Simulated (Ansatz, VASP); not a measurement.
# LiTaS3 in two plane-wave programs, part 2 of 2

Wanted: the spread between two codes on one cell, functional and k mesh. The cell is generated by rule, not measured, and may not be a known phase. The cell is taken from a series of runs on this material, whose earlier steps may have relaxed, scaled, displaced or heated it; both programs get it as it stands.

VASP 6.6.1 and Ansatz 0.2.0.

So far: Starting point; VASP: zone-centre phonons, PBEsol.

## (2) VASP: zone-centre phonons, PBEsol (continued)

Level of this step: PBEsol; plane waves and PAW (Li_sv, Ta_pv, S); invented cell (VASP).

Numbers of over 12 decimals in the logs are rounded to 6 here.

From OUTCAR (step 2):

```text
ion  position               nearest neighbor table
   1  0.000  0.000  0.000-
   2  0.500  0.500  0.500-   3 2.39   4 2.39   5 2.39   3 2.39   4 2.39   5 2.39
   3  0.500  0.500  0.000-   2 2.39   2 2.39
   4  0.500  0.000  0.500-   2 2.39   2 2.39
   5  0.000  0.500  0.500-   2 2.39   2 2.39

  LATTYP: Found a simple cubic cell.
 ALAT       =     4.7703316616

 Subroutine GETGRP returns: Found 48 space group operations
 (whereof 48 operations were pure point group operations)

The static configuration has the point symmetry O_h .

 Found     35 irreducible k-points:

   k-points           NKPTS =     35   k-points in BZ     NKDIM =     35   number of bands    NBANDS=     22

   dimension x,y,z NGX =    48 NGY =   48 NGZ =   48
   dimension x,y,z NGXF=    96 NGYF=   96 NGZF=   96

   ENCUT  =  750.0 eV  55.12 Ry    7.42 a.u.  10.65 10.65 10.65*2*pi/ulx,y,z

   NELECT =      32.0000    total number of electrons

 k-points in reciprocal lattice and weights: Automatic mesh
   0.00000000  0.00000000  0.00000000       0.002
   0.12500000  0.00000000  0.00000000       0.012
   0.25000000  0.00000000  0.00000000       0.012
   0.37500000  0.00000000  0.00000000       0.012
   0.50000000  0.00000000  0.00000000       0.006
   0.12500000  0.12500000  0.00000000       0.023
   0.25000000  0.12500000  0.00000000       0.047
   0.37500000  0.12500000  0.00000000       0.047
   0.50000000  0.12500000  0.00000000       0.023
[...]
0.50000000  0.50000000  0.37500000       0.012
   0.50000000  0.50000000  0.50000000       0.002

 average (electrostatic) potential at core
       1 -63.1203       2 -40.3274       3 -87.9136       4 -87.9136       5 -87.9136

  Total        0.0757857      0.0757857      0.0757857     -0.0000000     -0.0000000      0.0000000
  in kB        1.1185423      1.1185423      1.1185423     -0.0000000     -0.0000000      0.0000000
  external PRESSURE =       1.1185423 kB  Pullay stress =       0.0000000 kB

  energy-cutoff  :      750.00
  volume of cell :      108.55
      direct lattice vectors                 reciprocal lattice vectors
     4.770331662  0.000000000  0.000000000     0.209629030  0.000000000  0.000000000
[...]
POSITION                                       TOTAL-FORCE (eV/Angst)
 -----------------------------------------------------------------------------------
      0.00000      0.00000      0.00000         0.000000      0.000000      0.000000
      2.38517      2.38517      2.38517         0.000000      0.000000      0.000000
      2.38517      2.38517      0.00000         0.000000      0.000000      0.000000
      2.38517      0.00000      2.38517         0.000000      0.000000      0.000000
      0.00000      2.38517      2.38517         0.000000      0.000000      0.000000
 -----------------------------------------------------------------------------------
    total drift:                                0.000000     -0.000000     -0.000000

 Eigenvectors and eigenvalues of the dynamical matrix
 ----------------------------------------------------

   1 f  =   10.893168 THz    68.443794 2PiTHz  363.356978 cm-1    45.050503 meV
             X         Y         Z           dx          dy          dz
      0.000000  0.000000  0.000000     0.008412    0.002430    0.000000
      2.385166  2.385166  2.385166     0.154204    0.044556    0.000000
      2.385166  2.385166  0.000000     0.253806    0.073336    0.000000
      2.385166  0.000000  2.385166     0.253806   -0.253592   -0.000000
      0.000000  2.385166  2.385166    -0.877644    0.073336   -0.000000

   2 f  =   10.893168 THz    68.443794 2PiTHz  363.356978 cm-1    45.050503 meV
             X         Y         Z           dx          dy          dz
      0.000000  0.000000  0.000000     0.002430   -0.008412    0.000000
      2.385166  2.385166  2.385166     0.044556   -0.154204   -0.000000
      2.385166  2.385166  0.000000     0.073336   -0.253806    0.000000
      2.385166  0.000000  2.385166     0.073336    0.877644   -0.000000
      0.000000  2.385166  2.385166    -0.253592   -0.253806   -0.000000

   3 f  =   10.893168 THz    68.443794 2PiTHz  363.356978 cm-1    45.050503 meV
             X         Y         Z           dx          dy          dz
      0.000000  0.000000  0.000000    -0.000000    0.000000   -0.008756
      2.385166  2.385166  2.385166    -0.000000    0.000000   -0.160512
      2.385166  2.385166  0.000000    -0.000000    0.000000    0.913547
      2.385166  0.000000  2.385166    -0.000000   -0.000000   -0.264189
      0.000000  2.385166  2.385166     0.000000    0.000000   -0.264189

   4 f  =    1.786404 THz    11.224310 2PiTHz   59.588035 cm-1     7.387971 meV
             X         Y         Z           dx          dy          dz
      0.000000  0.000000  0.000000    -0.000000   -0.000000    0.000000
      2.385166  2.385166  2.385166    -0.000000    0.000000   -0.000000
      2.385166  2.385166  0.000000     0.052094    0.098028    0.000000
      2.385166  0.000000  2.385166    -0.052094   -0.000000    0.698339
      0.000000  2.385166  2.385166    -0.000000   -0.098028   -0.698339

   5 f  =    1.786404 THz    11.224310 2PiTHz   59.588035 cm-1     7.387971 meV
             X         Y         Z           dx          dy          dz
      0.000000  0.000000  0.000000     0.000000   -0.000000    0.000000
      2.385166  2.385166  2.385166    -0.000000    0.000000   -0.000000
      2.385166  2.385166  0.000000    -0.607439   -0.349446    0.000000
      2.385166  0.000000  2.385166     0.607439   -0.000000    0.094366
      0.000000  2.385166  2.385166     0.000000    0.349446   -0.094366

   6 f  =    1.786404 THz    11.224310 2PiTHz   59.588035 cm-1     7.387971 meV
             X         Y         Z           dx          dy          dz
      0.000000  0.000000  0.000000    -0.000000    0.000000    0.000000
      2.385166  2.385166  2.385166    -0.000000   -0.000000   -0.000000
      2.385166  2.385166  0.000000     0.358195   -0.606859    0.000000
      2.385166  0.000000  2.385166    -0.358195    0.000000    0.058467
      0.000000  2.385166  2.385166    -0.000000    0.606859   -0.058467

   7 f  =    1.153915 THz     7.250264 2PiTHz   38.490471 cm-1     4.772208 meV
             X         Y         Z           dx          dy          dz
      0.000000  0.000000  0.000000    -0.027131   -0.167997   -0.030479
      2.385166  2.385166  2.385166     0.088355    0.547089    0.099256
      2.385166  2.385166  0.000000    -0.086275   -0.534212   -0.038909
      2.385166  0.000000  2.385166    -0.086275   -0.214464   -0.096920
      0.000000  2.385166  2.385166    -0.034636   -0.534212   -0.096920

   8 f  =    1.153915 THz     7.250264 2PiTHz   38.490471 cm-1     4.772208 meV
             X         Y         Z           dx          dy          dz
      0.000000  0.000000  0.000000     0.170656   -0.027652    0.000502
      2.385166  2.385166  2.385166    -0.555746    0.090049   -0.001634
      2.385166  2.385166  0.000000     0.542665   -0.087930    0.000641
      2.385166  0.000000  2.385166     0.542665   -0.035300    0.001596
      0.000000  2.385166  2.385166     0.217857   -0.087930    0.001596

   9 f  =    1.153915 THz     7.250264 2PiTHz   38.490471 cm-1     4.772208 meV
             X         Y         Z           dx          dy          dz
      0.000000  0.000000  0.000000     0.005363    0.030008   -0.170173
      2.385166  2.385166  2.385166    -0.017464   -0.097721    0.554176
      2.385166  2.385166  0.000000     0.017053    0.095421   -0.217242
      2.385166  0.000000  2.385166     0.017053    0.038308   -0.541131
      0.000000  2.385166  2.385166     0.006846    0.095421   -0.541131

  10 f/i=    0.019344 THz     0.121540 2PiTHz    0.645236 cm-1     0.079999 meV
             X         Y         Z           dx          dy          dz
      0.000000  0.000000  0.000000     0.133508    0.081268   -0.000386
      2.385166  2.385166  2.385166     0.691986    0.421220   -0.002003
      2.385166  2.385166  0.000000     0.276569    0.168351   -0.000819
      2.385166  0.000000  2.385166     0.276569    0.172159   -0.000801
      0.000000  2.385166  2.385166     0.282825    0.168351   -0.000801

  11 f/i=    0.019344 THz     0.121540 2PiTHz    0.645236 cm-1     0.079999 meV
             X         Y         Z           dx          dy          dz
      0.000000  0.000000  0.000000    -0.081259    0.133479   -0.003054
      2.385166  2.385166  2.385166    -0.421174    0.691836   -0.015827
      2.385166  2.385166  0.000000    -0.168333    0.276509   -0.006469
      2.385166  0.000000  2.385166    -0.168333    0.282764   -0.006326
      0.000000  2.385166  2.385166    -0.172140    0.276509   -0.006326

  12 f/i=    0.019344 THz     0.121540 2PiTHz    0.645236 cm-1     0.079999 meV
             X         Y         Z           dx          dy          dz
      0.000000  0.000000  0.000000     0.001258   -0.002809   -0.156268
      2.385166  2.385166  2.385166     0.006519   -0.014561   -0.809951
      2.385166  2.385166  0.000000     0.002605   -0.005820   -0.331039
      2.385166  0.000000  2.385166     0.002605   -0.005951   -0.323717
      0.000000  2.385166  2.385166     0.002664   -0.005820   -0.323717

  13 f/i=    5.153379 THz    32.379633 2PiTHz  171.898210 cm-1    21.312652 meV
             X         Y         Z           dx          dy          dz
      0.000000  0.000000  0.000000     0.764972   -0.022057   -0.599948
      2.385166  2.385166  2.385166    -0.024829    0.000716    0.019473
      2.385166  2.385166  0.000000    -0.119696    0.003451    0.051967
      2.385166  0.000000  2.385166    -0.119696    0.001911    0.093875
      0.000000  2.385166  2.385166    -0.066261    0.003451    0.093875

  14 f/i=    5.153379 THz    32.379633 2PiTHz  171.898210 cm-1    21.312652 meV
             X         Y         Z           dx          dy          dz
      0.000000  0.000000  0.000000     0.121011    0.957486    0.119095
      2.385166  2.385166  2.385166    -0.003928   -0.031077   -0.003866
      2.385166  2.385166  0.000000    -0.018935   -0.149819   -0.010316
      2.385166  0.000000  2.385166    -0.018935   -0.082936   -0.018635
      0.000000  2.385166  2.385166    -0.010482   -0.149819   -0.018635

  15 f/i=    5.153379 THz    32.379633 2PiTHz  171.898210 cm-1    21.312652 meV
             X         Y         Z           dx          dy          dz
      0.000000  0.000000  0.000000    -0.588031    0.168348   -0.755966
      2.385166  2.385166  2.385166     0.019086   -0.005464    0.024537
      2.385166  2.385166  0.000000     0.092010   -0.026342    0.065481
      2.385166  0.000000  2.385166     0.092010   -0.014582    0.118287
      0.000000  2.385166  2.385166     0.050934   -0.026342    0.118287

 ELASTIC MODULI CONTR FROM IONIC RELAXATION (kBar)
 Direction    XX          YY          ZZ          XY          YZ          ZX
 --------------------------------------------------------------------------------
 XX           0.0000      0.0000      0.0000      0.0000      0.0000      0.0000
 YY           0.0000      0.0000      0.0000      0.0000      0.0000      0.0000
 ZZ           0.0000      0.0000      0.0000      0.0000      0.0000      0.0000
 XY           0.0000      0.0000      0.0000      0.0000      0.0000      0.0000
 YZ           0.0000      0.0000      0.0000      0.0000      0.0000      0.0000
 ZX           0.0000      0.0000      0.0000      0.0000      0.0000      0.0000
 --------------------------------------------------------------------------------
```

## (3) Ansatz: zone-centre phonons, PBEsol

Ansatz runs on its PAW soft_1 files.

The same cell, functional, mesh and smearing now go to Ansatz, which takes its cutoff from its data sets.

Input file input.yaml:

```yaml
crystal:
  lattice:
    - [4.7703316616, 0.0, 0.0]
    - [0.0, 4.7703316616, 0.0]
    - [0.0, 0.0, 4.7703316616]
  atoms:
    - { symbol: Li, position: [0.0, 0.0, 0.0] }
    - { symbol: Ta, position: [0.5, 0.5, 0.5] }
    - { symbol: S, position: [0.5, 0.5, 0.0] }
    - { symbol: S, position: [0.5, 0.0, 0.5] }
    - { symbol: S, position: [0.0, 0.5, 0.5] }
kpoints:
  mp_grid: { grid: [8, 8, 8] }
hamiltonian:
  xc: pbesol
  pseudopotentials: { kind: paw, azcp: { folder: soft_1 }, xc_functional: pbe }
scf:
  occupations: { method: methfessel_paxton, width: 0.2 }
output:
  eigenvalues: true
phonons:
  method: dfpt
```

On the command line:

```
$ ansatz run input.yaml --threads 8 --pin off --max-ram 16384MiB --backend cpu --events-out ev --progress --plain --runs-dir out
```

What it wrote:

```text
zone centre: on kpoints.mp_grid the ground state, and the responses unless they are solved on pairs of k-points, stand on 125 of the mesh's 512 k-points, reduced under 8 symmetry operations, with k and −k counted as one. Each operation leaves every solved displacement unchanged or reverses it
Engine: ansatz 0.2.0, aarch64-unknown-linux-gnu
Pseudopotentials: kind: paw
Pseudopotential: Li, paw, valence charge 3, recommended cutoff 420 eV (normal), soft_1/Li.paw.azcp
Pseudopotential: Ta, paw, valence charge 13, recommended cutoff 420 eV (normal), soft_1/Ta.paw.azcp
Pseudopotential: S, paw, valence charge 6, recommended cutoff 420 eV (normal), soft_1/S.paw.azcp
Functional definition: PBEsol
  exchange = pbesol_x
  correlation = pbesol_c
Crystal: 5 atoms, lattice volume = 108.554 Å³
Basis set: ecut = 420 eV, 2103 PW (Γ), exchange–correlation on 64×64×64 points (8 copies of the dense FFT grid, shifted against one another)
Bands: 22, of which v1, the nominal top of the filled ones, is band 17 counted from 1 (16 counted from 0)
Symmetry: 48 space group operations
k-points: 125 of 512 (irreducible under 8 space group operations)
Non-local potential: Li, projectors of the file, l = 0: 3, l = 1: 2, l = 2: 1
Non-local potential: Ta, projectors of the file, l = 0: 3, l = 1: 2, l = 2: 2, l = 3: 1
Non-local potential: S, projectors of the file, l = 0: 2, l = 1: 2, l = 2: 1
PAW form: soft (Blöchl's): semilocal exchange-correlation on the pseudo side does not see the compensation charge
PAW frozen core: Ta, regenerated for the run's functional, and the local potential with it (the file was generated under x = pbe(κ = 0.804, μ = 0.219515), c = pbe(β = 0.066725))
PAW frozen core: S, regenerated for the run's functional, and the local potential with it (the file was generated under x = pbe(κ = 0.804, μ = 0.219515), c = pbe(β = 0.066725))
PAW one-centre angular grid: Li, 110 points (default); XC on 64 Gauss nodes
PAW one-centre angular grid: Ta, 590 points (default); XC on 64 Gauss nodes
PAW one-centre angular grid: S, 110 points (default); XC on 64 Gauss nodes
Initial density: superposition of atomic densities (chi_scale 0.1, normalization cell, long waves kept (reshape's long-wave potential 0.00 eV rms))
Initial wavefunctions: pseudopotential atomic-orbital guess
Functional: x = pbesol(κ = 0.804, μ = 0.123457), c = pbesol(β = 0.046)
SCF iter   1: F=—  HF=-12669.310920 eV  |F-HF|=—  |Δ(HF+E_count)|=         —  Δρ=3.06e-2  dr2=1.79e0  ethr=3.10e-3  ⟨swp⟩=6.2  Hψ=14654  notcnv=0
preconditioner: auto → Kerker (q_TF=auto, 2.248 Å⁻¹)  [metal: Δε(μ)=0.015 eV  Ē_g=7.791 eV  σ=0.200 eV  W_gap=0.06  n_scr=18 (ndim 8)  ℏωp=17.5 eV  f_vac=0.000  D(μ)=4.43/eV (n_scr^D=32)]
SCF iter   2: F=—  HF=-12669.045130 eV  |F-HF|=—  |Δ(HF+E_count)|=   2.66e-1  S|Δr|=    0.00e0  Δρ=1.70e-2  dr2=6.10e-1  ethr=3.10e-3  ⟨swp⟩=1.1  Hψ=3793  notcnv=0
SCF iter   3: F=—  HF=-12668.919167 eV  |F-HF|=—  |Δ(HF+E_count)|=   1.26e-1  S|Δr|=    0.00e0  Δρ=4.17e-3  dr2=5.46e-2  ethr=1.79e-3  ⟨swp⟩=3.0  Hψ=4588  notcnv=0
SCF iter   4: F=—  HF=-12668.913053 eV  |F-HF|=—  |Δ(HF+E_count)|=   6.11e-3  S|Δr|=    0.00e0  Δρ=1.49e-3  dr2=8.04e-3  ethr=1.61e-4  ⟨swp⟩=1.9  Hψ=4611  notcnv=0  defer=50
SCF iter   5: F=—  HF=-12668.911948 eV  |F-HF|=—  |Δ(HF+E_count)|=   1.10e-3  S|Δr|=    0.00e0  Δρ=5.57e-4  dr2=6.03e-4  ethr=2.36e-5  ⟨swp⟩=2.1  Hψ=3677  notcnv=0  defer=50
SCF iter   6: F=—  HF=-12668.911916 eV  |F-HF|=—  |Δ(HF+E_count)|=   3.27e-5  S|Δr|=    0.00e0  Δρ=1.60e-4  dr2=3.84e-5  ethr=1.77e-6  ⟨swp⟩=2.2  Hψ=3639  notcnv=0  defer=50
SCF iter   7: F=—  HF=-12668.911944 eV  |F-HF|=—  |Δ(HF+E_count)|=   2.87e-5  S|Δr|=    0.00e0  Δρ=3.53e-5  dr2=1.86e-6  ethr=1.13e-7  ⟨swp⟩=2.0  Hψ=4660  notcnv=0  defer=50
SCF iter   8: F=—  HF=-12668.911948 eV  |F-HF|=—  |Δ(HF+E_count)|=   3.90e-6  S|Δr|=    0.00e0  Δρ=1.05e-5  dr2=1.56e-7  ethr=5.46e-9  ⟨swp⟩=2.1  Hψ=3695  notcnv=0  defer=50
SCF iter   9: F=—  HF=-12668.911948 eV  |F-HF|=—  |Δ(HF+E_count)|=   1.65e-7  S|Δr|=    0.00e0  Δρ=1.78e-6  dr2=3.09e-9  ethr=4.59e-10  ⟨swp⟩=2.0  Hψ=3780  notcnv=0  defer=50
SCF iter  10: F=—  HF=-12668.911948 eV  |F-HF|=—  |Δ(HF+E_count)|=   5.68e-9  S|Δr|=    0.00e0  Δρ=3.74e-7  dr2=1.95e-10  ethr=9.10e-12  ⟨swp⟩=2.0  Hψ=4646  notcnv=0  defer=50
SCF iter  11: F=-12668.911948 eV  HF=-12668.911948 eV  |F-HF|=5.46e-12  |Δ(HF+E_count)|=  1.78e-10  S|Δr|=    0.00e0  Δρ=7.56e-8  dr2=7.04e-12  ethr=1.00e-12  ⟨swp⟩=9.4  Hψ=16768  notcnv=0
SCF 1 converged in 11 iterations: F = -12668.911948 eV  dr2 = 7.04e-12
  greatest PAW one-centre occupation: 0.999 electrons in one spin orbital (limit 2), on the Li atom at site 0 (counted from 0), in its partial waves of l = 0
DFPT response loops at Γ: preconditioner auto → Kerker (q_TF=auto, 2.248 Å⁻¹) (partly filled bands, converged f_vac=0.016); β = 1.00, the filter's whole step (`scf.mixing.beta` (0.50) is not read by the response loops under this deck's `scf.mixing.preconditioner`; to damp them name `kerker` or `kerker_dos`, under which they read `scf.mixing.beta`, and type it under 1.00, their step now; both keys bind the ground state too); Broyden in place of MSR1
SCF converged after 11 iterations
Stability not checked: this state was not tested for a lower state beside it, because cold or Methfessel-Paxton smearing, or corrected tetrahedra, fill the levels in a way that the test cannot read (fill_not_monotonic; see scf.lower_state_search)
Free energy (F): -12668.911948 eV
Harris-Foulkes:  -12668.911948 eV  (|F-HF|=5.46e-12)
Internal energy: -12668.915412 eV  (E = F + TS)
E sigma→0 (E₀):  -12668.912814 eV
Entropy (-TS):   0.003463 eV (0.693 meV/atom)
Fermi energy:    6.144725 eV
Step filling:    the computed levels leave a gap of 0.1305 eV = 0.7 smearing widths at the electron count; against every level under it full and every level over it empty, smearing changes F+E_penalty+E_count by +4.726 meV and its σ→0 estimate by +3.861 meV
--- Per-component energies (eV) ---
  E_band       = -366.229503
  E_kinetic    = 723.524629
  E_local      = -1927.085101  (includes V_loc(G=0)·N_el)
  E_nonlocal   = 75.617315
  E_hartree    = 701.745257
  E_xc         = -590.672756
  E_vxc        = -491.291299  (∫ρ·V_xc dr)
  E_paw        = -9980.675468  (= ΣΔE_a)
  E_vpaw       = -150.485836  (= ΣTr[D̂ρ^β])
  E_aug_tail   = 0.000360  (compensation charges beyond the density's cutoff)
  E_ewald      = -1671.769209
  E_core_change = 0.399561  (= ΣΔE_core)
  E_smearing   = 0.003463  (= −TS)
  E_closure    = 0.000000  (closes the sum)
  Σ components = -12668.911948   (vs F -12668.911948, Δ=0.00e0)
--- Band table (eV; the first three rows and the last of 125) ---
  k-point 0: bands = [... 13 lower, 4.8180, 5.4032, 5.4032, 5.4032, 5.4200, 5.4200, 5.4200, 8.1426, ... 1 higher]
  k-point 1: bands = [... 13 lower, 4.7381, 4.8152, 5.2177, 5.2177, 5.4287, 6.2613, 6.2613, 8.1517, ... 1 higher]
  k-point 2: bands = [... 13 lower, 3.9793, 4.5576, 5.2257, 5.2257, 5.4498, 7.2693, 7.2693, 8.1702, ... 1 higher]
  k-point 124: bands = [... 13 lower, 1.2156, 6.2480, 6.2480, 6.2480, 8.4899, 8.8941, 8.8941, 8.8941, ... 1 higher]
--- Phonons (Γ-DFPT): 4 representative perturbations + reference, on 125 of 512 k-points (Σ response iterations 12) ---
  k mesh reduced under 8 symmetry operations, with k and −k counted as one. Each operation leaves every solved displacement unchanged or reverses it
  ASR residual: 4.975e-5 → 0.000e0 eV/Å²; symmetrization residual: 3.321e-6 eV/Å²
  ASR residual per site (eV/Å²): 2.48e-6 4.98e-5 1.55e-5 1.55e-5 1.55e-5
  Γ frequencies (cm⁻¹): -176.61 -176.61 -176.61 0.00 0.00 0.00 40.43 40.43 40.43 56.86 56.86 56.86 363.09 363.09 363.09
  non-analytic LO–TO correction: not included (Born effective charges unavailable; polar crystals: no LO–TO splitting at Γ)
```

## (4) Differences

Known differences besides the potentials themselves: the data sets hold 34 valence electrons in Ansatz (on its PAW soft_1 files) and 32 in VASP; the cutoff is 420 eV in Ansatz and 750 eV in VASP; Ansatz makes its cores anew for this functional, VASP keeps those of its PBE data sets. Total energies have different zeros and are not compared.

Both answers:

```tsv
quantity	Ansatz	VASP	difference
optical mode 1 to 3 (imaginary, printed as negative) (cm⁻¹)	-176.6	-171.9	-4.7
optical mode 4 to 6 (cm⁻¹)	40.4	38.5	+1.9
optical mode 7 to 9 (cm⁻¹)	56.9	59.6	-4.58 %
optical mode 10 to 12 (cm⁻¹)	363.1	363.4	-0.07 %
```

Modes are paired by rising frequency, not by their patterns, so a pair may set unlike modes beside each other; they are those without the splitting of longitudinal modes.

## (5) Summary of results

```yaml
r_m_s_difference_of_the_optical_zone_centre_modes_each_program_s_sorted_by_frequency_zone_centre_phonons_pbesol: 2.9 cm⁻¹
difference_in_optical_mode_7_to_9_zone_centre_phonons_pbesol: -4.6 %
```

In words: The r.m.s. difference of the optical zone-centre modes, each program's sorted by frequency is 2.9 cm⁻¹ (zone-centre phonons, PBEsol). The data sets hold unlike numbers of valence electrons (34 in Ansatz and 32 in VASP), so part of the differences comes from the potentials. Among the rows given in per cent, the largest difference of the zone-centre phonons, PBEsol pair is in optical mode 7 to 9, -4.6 %. Such differences can come from data sets, numerical settings and the points named under the comparisons, not from the functional's error against experiment.

[Lines on the potential files, build, host, timing and source positions are cut from VASP's logs without a mark.]

[Logs are printed without paths, hosts, clocks, repeated set-up lines and the standing remarks that a program may print on its own settings, such as how far it seeks lower states.]

[Hosts, paths, dates, database ids (printed as entryN), source tags and the programs' standing remarks are cut or masked in the printed files.]
